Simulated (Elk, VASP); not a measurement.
An input for Elk (PBE, all-electron FP-LAPW, Elk's shipped species files, APW+lo basis with extra local orbitals):

```
tasks
  0

xctype
  20

rgkmax
  8.0

gmaxvr
  16.0

nxlo
  2

lorbcnd
  .true.

rmtscf
  0.97

lmaxi
  3

stype
  0

swidth
  0.00183747

maxscl
  100

avec
   -3.0878030390    3.0878030390    3.0878030390
    3.0878030390   -3.0878030390    3.0878030390
    3.0878030390    3.0878030390   -3.0878030390

atoms
  1
  'Nb.in'
  1
  0.0000000000  0.0000000000  0.0000000000    0.0 0.0 0.0

ngridk
  11 11 11
```

**Question.** Translate it to VASP.

**Answer.** One set of files that does it:

**POSCAR**
```
Nb
1.6339950
 -1.0000000000   1.0000000000   1.0000000000
  1.0000000000  -1.0000000000   1.0000000000
  1.0000000000   1.0000000000  -1.0000000000
Nb
1
Cart
  0.0000000000   0.0000000000   0.0000000000
```

### KPOINTS
```
Automatic mesh
0
Gamma
11 11 11
0 0 0
```

**INCAR**
```
SYSTEM = Nb
PREC = Accurate
ENCUT = 300
EDIFF = 1E-6
NELM = 100
ALGO = Normal
LREAL = .FALSE.
LASPH = .TRUE.
ISMEAR = 0
SIGMA = 0.05
GGA = PE
LMAXMIX = 4
LWAVE = .FALSE.
LCHARG = .FALSE.
ISIF = 2
```

POTCAR, in this order: Nb_sv (PBE.64 set). Program: vasp_std.

Both are inputs of real runs that ended normally. What can't carry over is the choice of potentials or basis and its cut-off, and each code's defaults.

VASP also gives the stress here, which the Elk input doesn't ask for.

The structure is a typed Nb crystal (Im-3m). The cell was not relaxed at this level, and it may have been scaled.
